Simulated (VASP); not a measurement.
All values below come from PBE GGA, VASP's PBE PAW potentials (set 64) (plane waves; VASP).

VASP ran on this input.

INCAR:
```
SYSTEM = Tb
PREC = Accurate
ENCUT = 400
EDIFF = 1E-6
NELM = 100
ALGO = Normal
LREAL = .FALSE.
LASPH = .TRUE.
ISMEAR = 0
SIGMA = 0.01
GGA = PE
LMAXMIX = 6
LWAVE = .FALSE.
LCHARG = .FALSE.
ISIF = 2
```

**POSCAR**
```
Tb
1
    1.7846020000    -3.1286030000     0.0000000000
    1.7846020000     3.1286030000     0.0000000000
    0.0000000000     0.0000000000     5.6184250000
Tb
2
Direct
  0.3333330000   0.6666670000   0.2500000000
  0.6742510000   0.3409170000   0.7500000000
```

### KPOINTS
```
Automatic mesh
0
Gamma
11 11 6
0 0 0
```

POTCAR, in this order: Tb_3 (PBE.64 set). Program: vasp_std.

Output

### OSZICAR
```
       N       E                     dE             d eps       ncg     rms          rms(c)
DAV:   1     0.358621350004E+02    0.35862E+02   -0.78933E+03  6368   0.102E+03
DAV:   2    -0.731496321963E+01   -0.43177E+02   -0.42128E+02  6934   0.224E+02
DAV:   3    -0.905878562443E+01   -0.17438E+01   -0.16184E+01  8636   0.277E+01
DAV:   4    -0.909630595322E+01   -0.37520E-01   -0.34513E-01  7123   0.404E+00
DAV:   5    -0.909729780270E+01   -0.99185E-03   -0.99136E-03  9147   0.524E-01    0.240E+01
DAV:   6    -0.909976583613E+01   -0.24680E-02   -0.21223E-02  7286   0.124E+00    0.144E+01
DAV:   7    -0.910888067946E+01   -0.91148E-02   -0.39196E-02  7376   0.169E+00    0.224E-01
DAV:   8    -0.910858337900E+01    0.29730E-03   -0.20989E-03  7234   0.374E-01    0.649E-02
DAV:   9    -0.910858511931E+01   -0.17403E-05   -0.23223E-04  7729   0.120E-01    0.334E-02
DAV:  10    -0.910857876373E+01    0.63556E-05   -0.29365E-05  7149   0.406E-02    0.356E-02
DAV:  11    -0.910857996967E+01   -0.12059E-05   -0.35879E-06  6954   0.145E-02    0.129E-03
DAV:  12    -0.910858018994E+01   -0.22027E-06   -0.24148E-07  3667   0.440E-03
   1 F= -.91085802E+01 E0= -.91084819E+01  d E =-.196522E-03
```

OUTCAR:
```
------------------------ aborting loop because EDIFF is reached ----------------------------------------
  FORCE on cell =-STRESS in cart. coord.  units (eV):
  Direction    XX          YY          ZZ          XY          YZ          ZX
  --------------------------------------------------------------------------------------
  Total        0.7124228      0.4025248      0.5206837     -0.0130924      0.0000000      0.0000000
  in kB       18.1933205     10.2793785     13.2968298     -0.3343449      0.0000000      0.0000000
  external PRESSURE =      13.9231763 kB  Pullay stress =       0.0000000 kB
  volume of cell :       62.74
      direct lattice vectors                 reciprocal lattice vectors
     1.784602000 -3.128603000  0.000000000     0.280174515 -0.159815739  0.000000000
     1.784602000  3.128603000  0.000000000     0.280174515  0.159815739  0.000000000
     0.000000000  0.000000000  5.618425000     0.000000000  0.000000000  0.177985823
 POSITION                                       TOTAL-FORCE (eV/Angst)
 -----------------------------------------------------------------------------------
      1.78460      1.04287      1.40461         0.012940     -0.018614      0.000000
      1.81167     -1.04287      4.21382        -0.012940      0.018614      0.000000
 -----------------------------------------------------------------------------------
    total drift:                                0.000003      0.000000      0.000000
  FREE ENERGIE OF THE ION-ELECTRON SYSTEM (eV)
  ---------------------------------------------------
  free  energy   TOTEN  =        -9.1085801899 eV

  energy  without entropy=       -9.1083836684  energy(sigma->0) =       -9.10848193
```
(Selected blocks of OUTCAR.)

The 4f electrons are frozen in the core of the lanthanide potential, so 4f levels, which can set the real gap, and their magnetism are missing.

The compound is Tb in the hcp structure. The cell was not relaxed at this level, atoms are displaced from their ideal sites. The run is one of a series of settings (ISMEAR = 0, SIGMA = 0.01 against the base run), some of them coarse on purpose.
